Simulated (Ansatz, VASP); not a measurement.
# Cross-check of ZnTeH4N2 between VASP and Ansatz, part 2 of 2

One calculation is typed for both programs; each brings its own data sets. How far apart do they land? Of the first pair: The structure shown is frame 48 of Ansatz's trajectory.

VASP 6.6.1 and Ansatz 0.2.0.

So far. Step 3 (VASP: single point, LDA, pair 1): The run ends at a pressure of -1.67 GPa, with forces up to 3.0 eV/Å.

### Step 5. Ansatz: dynamics, LDA

Level of this step: Ansatz beside VASP: Kohn-Sham DFT, plane waves, LDA (Ansatz).

One frame of this run of dynamics is then solved in both programs, so the motion causes no difference.

The structure compared here is frame 96 of Ansatz's trajectory.

The input, input.yaml:

```yaml
crystal:
  lattice:
    - [12.6666, 0.0, 0.0]
    - [0.0, 13.8114, 0.0]
    - [-1.13339, 0.0, 7.21462]
  atoms:
    - { symbol: Zn, position: [0.2556, 0.47775, 0.5505] }
    - { symbol: Zn, position: [0.07773, 0.22775, 0.4495] }
    - { symbol: Te, position: [0.26102, 0.1642, 0.62736] }
    - { symbol: Te, position: [0.07232, 0.4142, 0.37264] }
    - { symbol: H, position: [0.2707, 0.34491, 0.80555] }
    - { symbol: H, position: [0.06264, 0.09491, 0.19445] }
    - { symbol: H, position: [0.01895, 0.43309, 0.88022] }
    - { symbol: H, position: [0.31438, 0.18309, 0.11978] }
    - { symbol: H, position: [0.20057, 0.02509, 0.91762] }
    - { symbol: H, position: [0.13276, 0.27509, 0.08238] }
    - { symbol: H, position: [0.25107, 0.44075, 0.0581] }
    - { symbol: H, position: [0.08227, 0.19075, 0.9419] }
    - { symbol: "N", position: [0.277, 0.418, 0.8168] }
    - { symbol: "N", position: [0.05633, 0.168, 0.1832] }
    - { symbol: "N", position: [0.202, 0.452, 0.9323] }
    - { symbol: "N", position: [0.13133, 0.202, 0.0677] }
    - { symbol: Zn, position: [0.2556, 0.97775, 0.5505] }
    - { symbol: Zn, position: [0.07773, 0.72775, 0.4495] }
    - { symbol: Te, position: [0.26102, 0.6642, 0.62736] }
    - { symbol: Te, position: [0.07232, 0.9142, 0.37264] }
    - { symbol: H, position: [0.2707, 0.84491, 0.80555] }
    - { symbol: H, position: [0.06264, 0.59491, 0.19445] }
    - { symbol: H, position: [0.01895, 0.93309, 0.88022] }
    - { symbol: H, position: [0.31438, 0.68309, 0.11978] }
    - { symbol: H, position: [0.20057, 0.52509, 0.91762] }
    - { symbol: H, position: [0.13276, 0.77509, 0.08238] }
    - { symbol: H, position: [0.25107, 0.94075, 0.0581] }
    - { symbol: H, position: [0.08227, 0.69075, 0.9419] }
    - { symbol: "N", position: [0.277, 0.918, 0.8168] }
    - { symbol: "N", position: [0.05633, 0.668, 0.1832] }
    - { symbol: "N", position: [0.202, 0.952, 0.9323] }
    - { symbol: "N", position: [0.13133, 0.702, 0.0677] }
    - { symbol: Zn, position: [0.58893, 0.47775, 0.5505] }
    - { symbol: Zn, position: [0.41107, 0.22775, 0.4495] }
    - { symbol: Te, position: [0.59435, 0.1642, 0.62736] }
    - { symbol: Te, position: [0.40565, 0.4142, 0.37264] }
    - { symbol: H, position: [0.60403, 0.34491, 0.80555] }
    - { symbol: H, position: [0.39597, 0.09491, 0.19445] }
    - { symbol: H, position: [0.35228, 0.43309, 0.88022] }
    - { symbol: H, position: [0.64772, 0.18309, 0.11978] }
    - { symbol: H, position: [0.5339, 0.02509, 0.91762] }
    - { symbol: H, position: [0.4661, 0.27509, 0.08238] }
    - { symbol: H, position: [0.5844, 0.44075, 0.0581] }
    - { symbol: H, position: [0.4156, 0.19075, 0.9419] }
    - { symbol: "N", position: [0.61033, 0.418, 0.8168] }
    - { symbol: "N", position: [0.38967, 0.168, 0.1832] }
    - { symbol: "N", position: [0.53533, 0.452, 0.9323] }
    - { symbol: "N", position: [0.46467, 0.202, 0.0677] }
    - { symbol: Zn, position: [0.58893, 0.97775, 0.5505] }
    - { symbol: Zn, position: [0.41107, 0.72775, 0.4495] }
    - { symbol: Te, position: [0.59435, 0.6642, 0.62736] }
    - { symbol: Te, position: [0.40565, 0.9142, 0.37264] }
    - { symbol: H, position: [0.60403, 0.84491, 0.80555] }
    - { symbol: H, position: [0.39597, 0.59491, 0.19445] }
    - { symbol: H, position: [0.35228, 0.93309, 0.88022] }
    - { symbol: H, position: [0.64772, 0.68309, 0.11978] }
    - { symbol: H, position: [0.5339, 0.52509, 0.91762] }
    - { symbol: H, position: [0.4661, 0.77509, 0.08238] }
    - { symbol: H, position: [0.5844, 0.94075, 0.0581] }
    - { symbol: H, position: [0.4156, 0.69075, 0.9419] }
    - { symbol: "N", position: [0.61033, 0.918, 0.8168] }
    - { symbol: "N", position: [0.38967, 0.668, 0.1832] }
    - { symbol: "N", position: [0.53533, 0.952, 0.9323] }
    - { symbol: "N", position: [0.46467, 0.702, 0.0677] }
    - { symbol: Zn, position: [0.92227, 0.47775, 0.5505] }
    - { symbol: Zn, position: [0.7444, 0.22775, 0.4495] }
    - { symbol: Te, position: [0.92768, 0.1642, 0.62736] }
    - { symbol: Te, position: [0.73898, 0.4142, 0.37264] }
    - { symbol: H, position: [0.93736, 0.34491, 0.80555] }
    - { symbol: H, position: [0.7293, 0.09491, 0.19445] }
    - { symbol: H, position: [0.68562, 0.43309, 0.88022] }
    - { symbol: H, position: [0.98105, 0.18309, 0.11978] }
    - { symbol: H, position: [0.86724, 0.02509, 0.91762] }
    - { symbol: H, position: [0.79943, 0.27509, 0.08238] }
    - { symbol: H, position: [0.91773, 0.44075, 0.0581] }
    - { symbol: H, position: [0.74893, 0.19075, 0.9419] }
    - { symbol: "N", position: [0.94367, 0.418, 0.8168] }
    - { symbol: "N", position: [0.723, 0.168, 0.1832] }
    - { symbol: "N", position: [0.86867, 0.452, 0.9323] }
    - { symbol: "N", position: [0.798, 0.202, 0.0677] }
    - { symbol: Zn, position: [0.92227, 0.97775, 0.5505] }
    - { symbol: Zn, position: [0.7444, 0.72775, 0.4495] }
    - { symbol: Te, position: [0.92768, 0.6642, 0.62736] }
    - { symbol: Te, position: [0.73898, 0.9142, 0.37264] }
    - { symbol: H, position: [0.93736, 0.84491, 0.80555] }
    - { symbol: H, position: [0.7293, 0.59491, 0.19445] }
    - { symbol: H, position: [0.68562, 0.93309, 0.88022] }
    - { symbol: H, position: [0.98105, 0.68309, 0.11978] }
    - { symbol: H, position: [0.86724, 0.52509, 0.91762] }
    - { symbol: H, position: [0.79943, 0.77509, 0.08238] }
    - { symbol: H, position: [0.91773, 0.94075, 0.0581] }
    - { symbol: H, position: [0.74893, 0.69075, 0.9419] }
    - { symbol: "N", position: [0.94367, 0.918, 0.8168] }
    - { symbol: "N", position: [0.723, 0.668, 0.1832] }
    - { symbol: "N", position: [0.86867, 0.952, 0.9323] }
    - { symbol: "N", position: [0.798, 0.702, 0.0677] }
kpoints:
  mp_grid: { grid: [1, 1, 1] }
hamiltonian:
  xc: lda
scf:
  occupations: { method: fermi_dirac, width: 0.025 }
output:
  forces: true
md:
  timestep: 0.5
  n_steps: 144
  ensemble: nvt_nose_hoover
  temperature: 300
  initial_velocities: maxwell_boltzmann
  seed: 8754
```

Command:

```sh
$ ansatz run input.yaml --threads 4 --pin off --max-ram 15872MiB --backend cpu --events-out ev --progress --plain --runs-dir out
```

Numbers of over 12 decimals in the logs are rounded to 6 here.

Output:

```text
[...]
Crystal: 96 atoms, lattice volume = 1262.151 Å³
Basis set: ecut = 420 eV, 24653 PW (Γ)
Bands: 348, of which v1, the nominal top of the filled ones, is band 252 counted from 1 (251 counted from 0)
Symmetry: 1 space group operations
k-points: 1
[...]
atom   8  H     -0.48111638     0.03974104    -0.25860569
[...]
atom  93  N     -0.60829722     0.39494634     0.36049900
  atom  94  N      0.83274995     1.05701375    -1.24140617
  atom  95  N      1.16854199    -1.41740441    -0.69827711
  atom  96  N     -0.98647749    -1.47331628     1.09717775
  max |Σ_I F_I| component: 8.04e-5 eV/Å
--- MD trajectory: 144 steps, t = 0.0 → 72.0 fs ---
[...]
conserved energy: peak-to-peak 9.794e-3 eV (1.020e-4 eV/atom) over 72.0 fs
[key lines of the parts left out:]
SCF converged after 8 iterations
Free energy (F): -130619.594680 eV
Fermi energy:    5.202112 eV
```

### Step 6. VASP: single point, LDA, pair 2

The same cell, functional (in two slightly different forms), mesh and smearing now go to VASP, with its own data sets.

The input, INCAR:

```
SYSTEM = ZnTeH4N2
PREC = Accurate
ENCUT = 520
EDIFF = 1E-06
NELM = 120
ISMEAR = -1
SIGMA = 0.025
LREAL = Auto
ALGO = Normal
GGA = PW92
NBANDS = 264
LORBIT = 11
LWAVE = .FALSE.
LCHARG = .FALSE.
ISIF = 2
LASPH = .TRUE.
GGA_COMPAT = .FALSE.
EFERMI = MIDGAP
NCORE = 2
```

The input, POSCAR:

```
ZnTeH4N2
1.0
   12.6666000000      0.0000000000      0.0000000000
    0.0000000000     13.8114000000      0.0000000000
   -1.1333900000      0.0000000000      7.2146200000
Zn Te H N
12 12 48 24
Direct
    0.2499369049      0.4812908177      0.5503408357
    0.0666238300      0.2141491811      0.4243882561
    0.2442874427      0.9716104088      0.5487884324
    0.0762659527      0.7241554079      0.4497395566
    0.5889256018      0.4755926264      0.5590176614
    0.4072142939      0.2333145083      0.4404667190
    0.5975214337      0.9783367363      0.5506180506
    0.4034336521      0.7369926293      0.4511533525
    0.9265481100      0.4785756694      0.5484557745
    0.7533458568      0.2335968837      0.4615627712
    0.9341446219      0.9719579478      0.5638273395
    0.7485366292      0.7331262580      0.4470782938
    0.2601144995      0.1676513605      0.6317034023
    0.0684864040      0.4149108707      0.3617376937
    0.2628656981      0.6620183327      0.6196584158
    0.0721124670      0.9142592351      0.3748222360
    0.5885632584      0.1612653315      0.6175238613
    0.3920770492      0.4084596782      0.3775250810
    0.5949370725      0.6663915316      0.6252304349
    0.4020276602      0.9172495185      0.3805605839
    0.9334005221      0.1558857176      0.6431246552
    0.7489847303      0.4248084915      0.3699432541
    0.9266363144      0.6643569805      0.6331726411
    0.7429295036      0.9173508841      0.3716204041
    0.2527665945      0.3502034551      0.7978659999
    0.0640429408      0.0801004967      0.1852904242
    0.0293947416      0.4408894102      0.8460736671
    0.3121866326      0.1752320547      0.1350313669
    0.1985600708      0.0229086117      0.9069084720
    0.1384860808      0.2720940672      0.0958609047
[... 60 atom lines left out ...]
    0.8751734733      0.4645582635      0.9157239051
    0.7898901583      0.2001462560      0.0728104876
    0.9607751095      0.9106390373      0.8129187677
    0.7270800444      0.6632636807      0.1936068705
    0.8918547025      0.9556380961      0.9322181903
    0.7923580862      0.6970256455      0.0550410139
```

The input, KPOINTS:

```
Automatic mesh
0
Gamma
1 1 1
0 0 0
```

PAW data sets: Zn, Te, H and N (LDA family, release 64).

Command:

```sh
$ mpirun -np 8 vasp_gam
```

Output:

```text
[banner, memory and clock lines left out]
running    8 mpi-ranks, on    1 nodes
[...]
[... a notice as in an earlier step ...]

 LDA part: xc-table for (Slater(with rela. corr.)+PW92), standard interpolation
 POSCAR, INCAR and KPOINTS ok, starting setup
[...]
entering main loop
       N       E                     dE             d eps       ncg     rms          rms(c)
DAV:   1     0.437892657867E+04    0.43789E+04   -0.17517E+05   528   0.158E+03
DAV:   2     0.385170260829E+03   -0.39938E+04   -0.37399E+04   576   0.397E+02
DAV:   3    -0.436963560607E+03   -0.82213E+03   -0.78984E+03   592   0.191E+02
DAV:   4    -0.504816012916E+03   -0.67852E+02   -0.66914E+02   648   0.563E+01
[...]
DAV:  16    -0.470091837559E+03   -0.42298E-05   -0.31571E-05   704   0.314E-02    0.656E-03
DAV:  17    -0.470091838619E+03   -0.10599E-05   -0.60333E-06   600   0.901E-03    0.411E-03
DAV:  18    -0.470091838875E+03   -0.25539E-06   -0.75070E-07   376   0.463E-03
   1 F= -.47009184E+03 E0= -.47009184E+03  d E =-.119479E-16
```

Parts of OUTCAR (step 6):

```text
  FREE ENERGIE OF THE ION-ELECTRON SYSTEM (eV)
  ---------------------------------------------------
  free  energy   TOTEN  =      -470.0918388747 eV

  energy  without entropy=     -470.0918388747  energy(sigma->0) =     -470.09183887
```

The run ends at a pressure of -3.79 GPa, with forces up to 3.3 eV/Å.

### Step 7. Side by side

What differs besides the data sets and the points named for the pairs above, as far as they apply: the data sets hold 504 valence electrons in Ansatz (on its default PAW (the set named soft_2) files) and 384 in VASP. Total energies have different zeros and are not compared.

Forces on 9 of the 96 atoms, those with the largest forces and the largest differences (eV/Å; atoms numbered as in POSCAR):

| atom | Ansatz x, y, z | VASP x, y, z |
| --- | --- | --- |
| H42 | -0.749, 1.760, -0.588 | -0.741, 1.723, -0.571 |
| H53 | 0.365, -2.307, 0.036 | 0.346, -2.262, 0.029 |
| N75 | 0.656, -1.317, -1.061 | 0.622, -1.270, -1.024 |
| N80 | 0.643, 0.108, 0.160 | 0.682, 0.149, 0.118 |
| N83 | -0.638, 1.887, -1.322 | -0.670, 1.912, -1.277 |
| N87 | 0.582, -2.243, 1.715 | 0.539, -2.187, 1.747 |
| N88 | -0.586, 1.649, 2.796 | -0.542, 1.657, 2.758 |
| N89 | 0.844, 1.905, 0.773 | 0.864, 1.851, 0.759 |
| N91 | -0.293, -0.398, -2.912 | -0.322, -0.363, -2.866 |

The forces differ by 24 meV/Å r.m.s., which is 3.5 % of the r.m.s. force of 0.705 eV/Å (both taken over all components).

### Step 8. Ansatz: dynamics, LDA

One frame of this run of dynamics is then solved in both programs, so the motion causes no difference.

The structure compared here is frame 144 of Ansatz's trajectory.

input.yaml is that of step 5.

Command:

```sh
$ ansatz run input.yaml --threads 4 --pin off --max-ram 15872MiB --backend cpu --events-out ev --progress --plain --runs-dir out
```

Output:

```text
[...]
Crystal: 96 atoms, lattice volume = 1262.151 Å³
Basis set: ecut = 420 eV, 24653 PW (Γ)
Bands: 348, of which v1, the nominal top of the filled ones, is band 252 counted from 1 (251 counted from 0)
Symmetry: 1 space group operations
k-points: 1
[...]
atom   8  H     -0.48111638     0.03974104    -0.25860569
[...]
atom  93  N     -0.60829722     0.39494634     0.36049900
  atom  94  N      0.83274995     1.05701375    -1.24140617
  atom  95  N      1.16854199    -1.41740441    -0.69827711
  atom  96  N     -0.98647749    -1.47331628     1.09717775
  max |Σ_I F_I| component: 8.04e-5 eV/Å
--- MD trajectory: 144 steps, t = 0.0 → 72.0 fs ---
[...]
conserved energy: peak-to-peak 9.794e-3 eV (1.020e-4 eV/atom) over 72.0 fs
[key lines of the parts left out:]
SCF converged after 8 iterations
Free energy (F): -130619.594680 eV
Fermi energy:    5.202112 eV
```

### Step 9. VASP: single point, LDA, pair 3

The same cell, functional (in two slightly different forms), mesh and smearing now go to VASP, with its own data sets.

INCAR is that of step 6.

The input, POSCAR:

```
ZnTeH4N2
1.0
   12.6666000000      0.0000000000      0.0000000000
    0.0000000000     13.8114000000      0.0000000000
   -1.1333900000      0.0000000000      7.2146200000
Zn Te H N
12 12 48 24
Direct
    0.2446280129      0.4808998364      0.5500358993
    0.0654614417      0.2112747441      0.4220735118
    0.2456733910      0.9747527405      0.5501606460
    0.0753434692      0.7235761762      0.4553115757
    0.5877179145      0.4755129820      0.5594612052
    0.4051029068      0.2295133006      0.4398984285
    0.5983064386      0.9786335925      0.5449212848
    0.4052011590      0.7402725285      0.4477020273
    0.9306883868      0.4811966926      0.5473469150
    0.7554879073      0.2365582055      0.4668852968
    0.9346540361      0.9700609641      0.5647560093
    0.7492406760      0.7351752900      0.4448882963
    0.2578872227      0.1680495822      0.6292223291
    0.0673695027      0.4134483108      0.3580784574
    0.2619796528      0.6621414194      0.6163734195
    0.0707943300      0.9121088376      0.3723550235
    0.5872537863      0.1618156016      0.6115360199
    0.3890859715      0.4096181415      0.3807130521
    0.5943741657      0.6669924845      0.6213217051
    0.4015409890      0.9198850225      0.3853564013
    0.9352335815      0.1537715221      0.6471997139
    0.7502398546      0.4272847068      0.3711768603
    0.9269818455      0.6651896260      0.6344755510
    0.7468509417      0.9187917228      0.3720362264
    0.2444145772      0.3558075213      0.8028142854
    0.0673050145      0.0770595305      0.1956305391
    0.0327772967      0.4295654315      0.8765534429
    0.3193006080      0.1601430702      0.1141293651
    0.2040773401      0.0196866357      0.9131596675
    0.1352803731      0.2638544970      0.0949738171
[... 60 atom lines left out ...]
    0.8745889776      0.4619082787      0.9136032113
    0.7826754166      0.1980103393      0.0786458608
    0.9692512785      0.9069898779      0.8172987628
    0.7225565324      0.6603675225      0.2032262267
    0.8976275385      0.9491651824      0.9384139428
    0.7938493857      0.6941946508      0.0687077074
```

KPOINTS is that of step 6.

Command:

```sh
$ mpirun -np 8 vasp_gam
```

Output:

```text
[... set-up lines as in an earlier step ...]
 entering main loop
       N       E                     dE             d eps       ncg     rms          rms(c)
DAV:   1     0.439974574941E+04    0.43997E+04   -0.17523E+05   528   0.158E+03
DAV:   2     0.381928997555E+03   -0.40178E+04   -0.37796E+04   576   0.398E+02
DAV:   3    -0.441334050510E+03   -0.82326E+03   -0.79549E+03   608   0.190E+02
DAV:   4    -0.505930846714E+03   -0.64597E+02   -0.63757E+02   648   0.552E+01
[...]
DAV:  16    -0.470048736292E+03   -0.21548E-05   -0.47037E-05   808   0.343E-02    0.119E-02
DAV:  17    -0.470048737822E+03   -0.15298E-05   -0.89825E-06   616   0.106E-02    0.666E-03
DAV:  18    -0.470048738230E+03   -0.40862E-06   -0.95293E-07   432   0.671E-03
   1 F= -.47004874E+03 E0= -.47004874E+03  d E =-.884116E-17
```

OUTCAR, selected parts (step 9):

```text
  FREE ENERGIE OF THE ION-ELECTRON SYSTEM (eV)
  ---------------------------------------------------
  free  energy   TOTEN  =      -470.0487382302 eV

  energy  without entropy=     -470.0487382302  energy(sigma->0) =     -470.04873823
```

The run ends at a pressure of -2.60 GPa, with forces up to 3.7 eV/Å.

### Step 10. Comparison

What differs besides the data sets and the points named for the pairs above, as far as they apply: the data sets hold 504 valence electrons in Ansatz (on its default PAW (the set named soft_2) files) and 384 in VASP. Total energies have different zeros and are not compared.

Forces on 9 of the 96 atoms, those with the largest forces and the largest differences (eV/Å; atoms numbered as in POSCAR):

| atom | Ansatz x, y, z | VASP x, y, z |
| --- | --- | --- |
| H54 | 0.362, 2.651, -0.271 | 0.386, 2.672, -0.264 |
| N73 | -2.001, 1.542, 0.434 | -1.989, 1.508, 0.420 |
| N74 | -0.103, 2.001, -1.569 | -0.116, 1.962, -1.544 |
| N82 | 1.620, 1.773, -0.738 | 1.601, 1.732, -0.725 |
| N86 | 1.280, 0.855, -0.344 | 1.249, 0.819, -0.317 |
| N88 | -1.357, -3.300, 1.096 | -1.330, -3.263, 1.054 |
| N90 | -1.024, 0.265, -2.451 | -1.043, 0.219, -2.435 |
| N91 | 1.194, -2.371, 0.286 | 1.158, -2.341, 0.301 |
| N92 | -0.248, -0.719, 1.157 | -0.218, -0.691, 1.120 |

The forces differ by 22 meV/Å r.m.s., which is 3.0 % of the r.m.s. force of 0.729 eV/Å (both taken over all components).

### Step 11. Results

```json
{
 "r.m.s. force difference (single point, LDA, pair 1)": "4.6 % of the r.m.s. force",
 "r.m.s. force difference (single point, LDA, pair 2)": "3.5 % of the r.m.s. force",
 "r.m.s. force difference (single point, LDA, pair 3)": "3.0 % of the r.m.s. force"
}
```

The r.m.s. force difference is 4.6 % of the r.m.s. force (single point, LDA, pair 1), beyond the 3 % picked in this series as the mark of a large difference. The data sets hold unlike numbers of valence electrons (504 in Ansatz and 384 in VASP), so part of the differences comes from the potentials. What causes the difference of the single point, LDA, pair 1 pair stays open here. What causes the difference of the single point, LDA, pair 2 pair stays open here. What causes the difference of the single point, LDA, pair 3 pair stays open here. Such differences can come from data sets, numerical settings and the points named under the comparisons, not from the functional's error against experiment.

[Lines on the potential files, build, host, timing and source positions are cut from VASP's logs without a mark.]

[Logs are printed without paths, hosts, clocks, repeated set-up lines and the standing remarks that a program may print on its own settings, such as how far it seeks lower states.]

[Hosts, paths, dates, database ids (printed as entryN), source tags and the programs' standing remarks are cut or masked in the printed files.]
